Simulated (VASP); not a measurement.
All values below come from PBE GGA, VASP's PBE PAW potentials (set 64) (plane waves; VASP 6.6.1).

Input for VASP

INCAR:
```
ALGO  =  Normal
EDIFF  =  1E-6
ENCUT  =  520
GGA  =  PE
ICHARG  =  11
ISMEAR  =  0
LASPH  =  .TRUE.
LCHARG  =  .FALSE.
LMAXMIX  =  4
LREAL  =  .FALSE.
LWAVE  =  .FALSE.
NELM  =  100
PREC  =  Accurate
SIGMA  =  0.05
SYSTEM  =  MgI2
```

File KPOINTS:
```
k-points along high-symmetry lines
10
Line-mode
Reciprocal
  0.000000   0.000000   0.000000 ! GAMMA
  0.500000   0.000000   0.000000 ! M

  0.500000   0.000000   0.000000 ! M
  0.333333   0.333333   0.000000 ! K

  0.333333   0.333333   0.000000 ! K
  0.000000   0.000000   0.000000 ! GAMMA

  0.000000   0.000000   0.000000 ! GAMMA
  0.000000   0.000000   0.500000 ! A

  0.000000   0.000000   0.500000 ! A
  0.500000   0.000000   0.500000 ! L

  0.500000   0.000000   0.500000 ! L
  0.333333   0.333333   0.500000 ! H

  0.333333   0.333333   0.500000 ! H
  0.000000   0.000000   0.500000 ! A

  0.500000   0.000000   0.500000 ! L
  0.500000   0.000000   0.000000 ! M

  0.333333   0.333333   0.500000 ! H
  0.333333   0.333333   0.000000 ! K
```

**POSCAR**
```
MgI2
1.0
  2.1041068723  -3.6444195646   0.0000000000
  2.1041068723   3.6444195646   0.0000000000
  0.0000000000   0.0000000000   7.5693278944
Mg I
1 2
direct
  0.0000000000   0.0000000000   0.0000000000
  0.3333330000   0.6666670000   0.2206639329
  0.6666670000   0.3333330000   0.7793360671
```

POTCAR, in this order: Mg I (PBE.64 set). Program: vasp_std. Read from the step before: CHGCAR.

The resulting files:

**OSZICAR**
```
       N       E                     dE             d eps       ncg     rms          rms(c)
DAV:   1     0.811004053038E+02    0.81100E+02   -0.57305E+03  2160   0.103E+03
DAV:   2    -0.452667760974E+00   -0.81553E+02   -0.75602E+02  3104   0.150E+02
DAV:   3    -0.701621340731E+01   -0.65635E+01   -0.65327E+01  2728   0.500E+01
DAV:   4    -0.715858718607E+01   -0.14237E+00   -0.14233E+00  2924   0.907E+00
DAV:   5    -0.716094612950E+01   -0.23589E-02   -0.23585E-02  2736   0.118E+00
DAV:   6    -0.716104894794E+01   -0.10282E-03   -0.10282E-03  3148   0.207E-01
DAV:   7    -0.716105165781E+01   -0.27099E-05   -0.27098E-05  2564   0.254E-02
DAV:   8    -0.716105182827E+01   -0.17046E-06   -0.17047E-06  2104   0.539E-03
   1 F= -.71610518E+01 E0= -.71610518E+01  d E =-.254726E-13
```

OUTCAR:
```
 val. band max:        1.1570934497   @ k =   0.0000   0.0000   0.0000

 cond. band min:       4.7636341548   @ k =   0.5000   0.0000   0.3889



 k-point     1 :       0.0000    0.0000    0.0000
  band No.  band energies     occupation
      1     -10.6043      2.00000
      2     -10.0489      2.00000
      3      -1.8826      2.00000
      4       0.8598      2.00000
      5       0.8599      2.00000
      6       0.9649      2.00000
      7       1.1571      2.00000
      8       1.1571      2.00000
      9       4.8542      0.00000
     10       6.0454      0.00000
     11       7.8545      0.00000
     12       7.8545      0.00000

 k-point     2 :       0.0556    0.0000    0.0000
  band No.  band energies     occupation
      1     -10.5897      2.00000
      2     -10.0405      2.00000
      3      -1.8652      2.00000
      4       0.7121      2.00000
      5       0.8185      2.00000
      6       0.9798      2.00000
      7       1.0456      2.00000
      8       1.1551      2.00000
      9       4.9884      0.00000
     10       6.1781      0.00000
     11       7.6166      0.00000
     12       7.9089      0.00000

 k-point     3 :       0.1111    0.0000    0.0000
  band No.  band energies     occupation
      1     -10.5466      2.00000
      2     -10.0164      2.00000
      3      -1.8159      2.00000
      4       0.3643      2.00000
      5       0.7133      2.00000
      6       0.7561      2.00000
      7       0.9845      2.00000
      8       1.1379      2.00000
      9       5.3120      0.00000
     10       6.4908      0.00000
     11       7.2982      0.00000
     12       8.0575      0.00000

 k-point     4 :       0.1667    0.0000    0.0000
  band No.  band energies     occupation
      1     -10.4782      2.00000
      2      -9.9797      2.00000
      3      -1.7448      2.00000
      4      -0.0845      2.00000
      5       0.3969      2.00000
      6       0.5752      2.00000
      7       0.9651      2.00000
...
```

The density is held fixed in this step, so its total energy and stress have no physical meaning. Without a dispersion term in the relaxation, distances and binding between the weakly bound layers, chains or molecules are unreliable, and so is what depends on them. Unless said otherwise, spin-orbit coupling is left out, though it shifts the bands of the heavy elements here.

The compound is MgI2 in the 1T layered structure. It was relaxed first, which changed the volume by +13 %.
